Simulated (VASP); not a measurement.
These are MS2 meta-GGA, VASP's PBE PAW potentials (set 64) (plane waves; VASP) values and carry that method's errors.

VASP ran on this input.

**KPOINTS**
```
Automatic
0
gamma
  6 6 3
0 0 0
```

### INCAR
```
SYSTEM = SnSe2
PREC = Accurate
ENCUT = 520
EDIFF = 1E-6
NELM = 100
ALGO = Normal
LREAL = .FALSE.
LASPH = .TRUE.
ISMEAR = 0
SIGMA = 0.05
METAGGA = MS2
LMIXTAU = .TRUE.
LMAXMIX = 4
LWAVE = .FALSE.
LCHARG = .FALSE.
IBRION = 2
ISIF = 3
NSW = 60
EDIFFG = -0.02
```

### POSCAR
```
SnSe2
1
    1.9089755246    -3.3064428117    -0.0000000000
    1.9089755246     3.3064428117     0.0000000000
    0.0000000000    -0.0000000000     6.5824683189
Sn Se
1 2
Direct
  0.0000000000   0.0000000000   0.0000000000
  0.3333330000   0.6666670000   0.2381391304
  0.6666670000   0.3333330000   0.7618608696
```

POTCAR, in this order: Sn_d Se (PBE.64 set). Program: vasp_std.

The resulting files:

OUTCAR:
```
 ion  position               nearest neighbor table
   1  0.000  0.000  0.000-   2 2.70   3 2.70   3 2.70   2 2.70   3 2.70   2 2.70
   2  0.333  0.667  0.238-   1 2.70   1 2.70   1 2.70
   3  0.667  0.333  0.762-   1 2.70   1 2.70   1 2.70
  LATTYP: Found a hexagonal cell.
 ALAT       =     3.8179512334
 C/A-ratio  =     1.7240839174
 Subroutine PRICEL returns:
 Original cell was already a primitive cell.
 Subroutine GETGRP returns: Found 12 space group operations
The static configuration has the point symmetry D_3d.
The dynamic configuration has the point symmetry D_3d.
 Subroutine INISYM returns: Found 12 space group operations
 Subroutine IBZKPT returns following result:
 Found     17 irreducible k-points:

 Following reciprocal coordinates:
            Coordinates               Weight
  0.000000  0.000000  0.000000      1.000000
  0.166667  0.000000  0.000000      6.000000
  0.333333  0.000000  0.000000      6.000000
  0.500000  0.000000  0.000000      3.000000
  0.166667  0.166667  0.000000      6.000000
  0.333333  0.166667  0.000000     12.000000
  0.333333  0.333333  0.000000      2.000000
  0.000000  0.000000  0.333333      2.000000
  0.166667  0.000000  0.333333      6.000000
  0.000000  0.166667  0.333333      6.000000
  0.333333  0.000000  0.333333      6.000000
  0.000000  0.333333  0.333333      6.000000
  0.500000  0.000000  0.333333      6.000000
  0.166667  0.166667  0.333333     12.000000
  0.333333  0.166667  0.333333     12.000000
 -0.166667  0.500000  0.333333     12.000000
  0.333333  0.333333  0.333333      4.000000
   k-points           NKPTS =     17   k-points in BZ     NKDIM =     17   number of bands    NBANDS=     17
   number of dos      NEDOS =    301   number of ions     NIONS =      3
   total plane-waves  NPLWV =  39200
   dimension x,y,z NGX =    28 NGY =   28 NGZ =   50
   dimension x,y,z NGXF=    56 NGYF=   56 NGZF=  100
   ions per type =               1   2
   PREC   = accura    normal or accurate (medium, high low for compatibility)
   ISTART =      0    job   : 0-new  1-cont  2-samecut
   ICHARG =      2    charge: 1-file 2-atom 10-const
   ISPIN  =      1    spin polarized calculation?
   LNONCOLLINEAR =      F non collinear calculations
   LSORBIT =      F    spin-orbit coupling
   INIWAV =      1    electr: 0-lowe 1-rand  2-diag
   ENCUT  =  520.0 eV  38.22 Ry    6.18 a.u.   7.10  7.10 12.24*2*pi/ulx,y,z
   NELM   =    100;   NELMIN=  2; NELMDL= -5     # of ELM steps
   EDIFF  = 0.1E-05   stopping-criterion for ELM
   LREAL  =      F    real-space projection
   NLSPLINE    = F    spline interpolate recip. space projectors
   LMAXMIX     =    4 max onsite mixed and CHGCAR
   VOSKOWN=      0    Vosko Wilk Nusair interpolation
   EDIFFG = -.2E-01   stopping-criterion for IOM
   NSW    =     60    number of steps for IOM
   NBLOCK =      1;   KBLOCK =     60    inner block; outer block
   IBRION =      2    ionic relax: 0-MD 1-quasi-New 2-CG
   NFREE  =      1    steps in history (QN), initial steepest desc. (CG)
   ISIF   =      3    stress and relaxation
   ISYM   =      2    0-nonsym 1-usesym 2-fastsym
   TEIN   =    0.0    initial temperature
   TEBEG  =    0.0;   TEEND  =   0.0 temperature during run
   SMASS  =  -3.00    Nose mass-parameter (am)
   PSTRESS=    0.0 pullay stress
   NELECT =      26.0000    total number of electrons
   EFERMI =   0.00;   METHOD = LEGACY
   ISMEAR =     0;   SIGMA  =   0.05  broadening in eV -4-tet -1-fermi 0-gaus
   IALGO  =     38    algorithm
   LDIAG  =      T    sub-space diagonalisation (order eigenvalues)
   IMIX   =      4    mixing-type and parameters
     AMIX     =   0.40;   BMIX     =  1.00
     AMIX_MAG =   1.60;   BMIX_MAG =  1.00
     AMIN     =   0.10
...
```

**OSZICAR**
```
       N       E                     dE             d eps       ncg     rms          rms(c)
DAV:   1     0.177821354976E+03    0.17782E+03   -0.11535E+04   578   0.159E+03
DAV:   2    -0.566746089042E+01   -0.18349E+03   -0.18051E+03   627   0.372E+02
DAV:   3    -0.258927950284E+02   -0.20225E+02   -0.19769E+02   752   0.117E+02
DAV:   4    -0.265438914105E+02   -0.65110E+00   -0.65030E+00   721   0.219E+01
DAV:   5    -0.265577840514E+02   -0.13893E-01   -0.13884E-01   849   0.335E+00    0.864E+00
DAV:   6    -0.176050865133E+02    0.89527E+01   -0.76444E+00   601   0.438E+01    0.395E+00
DAV:   7    -0.103400157791E+02    0.72651E+01   -0.58444E+00   578   0.227E+01    0.163E+00
DAV:   8    -0.103613266542E+02   -0.21311E-01   -0.57393E-01   660   0.936E+00    0.152E+00
DAV:   9    -0.102908892776E+02    0.70437E-01   -0.42639E-01   611   0.671E+00    0.888E-01
DAV:  10    -0.103093883467E+02   -0.18499E-01   -0.12414E-01   588   0.349E+00    0.321E-01
DAV:  11    -0.103269380796E+02   -0.17550E-01   -0.15842E-02   633   0.151E+00    0.153E-01
DAV:  12    -0.103336622106E+02   -0.67241E-02   -0.22318E-02   582   0.181E+00    0.843E-02
DAV:  13    -0.103348382575E+02   -0.11760E-02   -0.59151E-03   602   0.829E-01    0.548E-02
DAV:  14    -0.103349793358E+02   -0.14108E-03   -0.12317E-03   588   0.519E-01    0.396E-02
DAV:  15    -0.103356154203E+02   -0.63608E-03   -0.62618E-04   609   0.388E-01    0.255E-02
DAV:  16    -0.103357022695E+02   -0.86849E-04   -0.49701E-04   603   0.260E-01    0.124E-02
DAV:  17    -0.103357316581E+02   -0.29389E-04   -0.10473E-04   603   0.134E-01    0.562E-03
DAV:  18    -0.103357386927E+02   -0.70346E-05   -0.44310E-06   732   0.191E-02    0.453E-03
DAV:  19    -0.103357334174E+02    0.52753E-05   -0.12101E-06   461   0.140E-02    0.399E-03
DAV:  20    -0.103357384852E+02   -0.50678E-05   -0.32344E-06   512   0.178E-02    0.205E-03
DAV:  21    -0.103357369000E+02    0.15852E-05   -0.38333E-07   304   0.570E-03    0.221E-03
DAV:  22    -0.103357365714E+02    0.32862E-06   -0.33521E-08   296   0.226E-03
   1 F= -.10335737E+02 E0= -.10335737E+02  d E =-.103357E+02
```

File OUTCAR:
```
------------------------ aborting loop because EDIFF is reached ----------------------------------------
  FORCE on cell =-STRESS in cart. coord.  units (eV):
  Direction    XX          YY          ZZ          XY          YZ          ZX
  --------------------------------------------------------------------------------------
  Total       -0.0387207     -0.0387207      0.0315176      0.0000000      0.0000000      0.0000000
  in kB       -0.7465747     -0.7465748      0.6076912      0.0000000      0.0000000      0.0000000
  external PRESSURE =      -0.2951528 kB  Pullay stress =       0.0000000 kB
  volume of cell :       83.10
      direct lattice vectors                 reciprocal lattice vectors
     1.908975525 -3.306442812  0.000000000     0.261920592 -0.151219915  0.000000000
     1.908975525  3.306442812  0.000000000     0.261920592  0.151219915  0.000000000
     0.000000000  0.000000000  6.582468319     0.000000000  0.000000000  0.151918695
 POSITION                                       TOTAL-FORCE (eV/Angst)
 -----------------------------------------------------------------------------------
      0.00000      0.00000      0.00000        -0.000000     -0.000000     -0.000000
      1.90898      1.10215      1.56754        -0.000000      0.000000     -0.007005
      1.90898     -1.10215      5.01493         0.000000     -0.000000      0.007005
 -----------------------------------------------------------------------------------
    total drift:                                0.000000     -0.000000      0.000000
  FREE ENERGIE OF THE ION-ELECTRON SYSTEM (eV)
  ---------------------------------------------------
  free  energy   TOTEN  =       -10.3357365714 eV

  energy  without entropy=      -10.3357365714  energy(sigma->0) =      -10.33573657

 reached required accuracy - stopping structural energy minimisation
```
(Selected blocks of OUTCAR.)

The compound is SnSe2 in the 1T layered structure. It was relaxed first, which changed the volume by +8 %. The start is the result of an earlier pass.
